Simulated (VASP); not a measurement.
```
WGe2
1.0
   -1.66114     1.66114     4.08772
    1.66114    -1.66114     4.08772
    1.66114     1.66114    -4.08772
W Ge
1 2
Direct
  0.00000   0.00000   0.00000
  0.33750   0.33750   0.00000
  0.66250   0.66250   0.00000
```

All values below come from r2SCAN meta-GGA, VASP's PBE PAW potentials (set 64) (plane waves; VASP). Run with 400 eV cut-off, 14×14×14 Γ-centred mesh, tetrahedra with Blöchl corrections, potentials W_sv Ge_d.

Unless said otherwise, spin-orbit coupling is left out, though it shifts the bands of the heavy elements here.

**Question.** Predict the energy per atom (σ→0), band gap (over mesh and band path) with the smallest direct gap where there is one.

**Answer.** 
- band gap (over mesh and band path): none (metal, semimetal or under 0.01 eV)
- energy per atom (σ→0): -26.242 eV/atom

The structure was generated: Ge2W was put into the MoSi2 type (I4/mmm), which need not be its known phase. It was relaxed first.
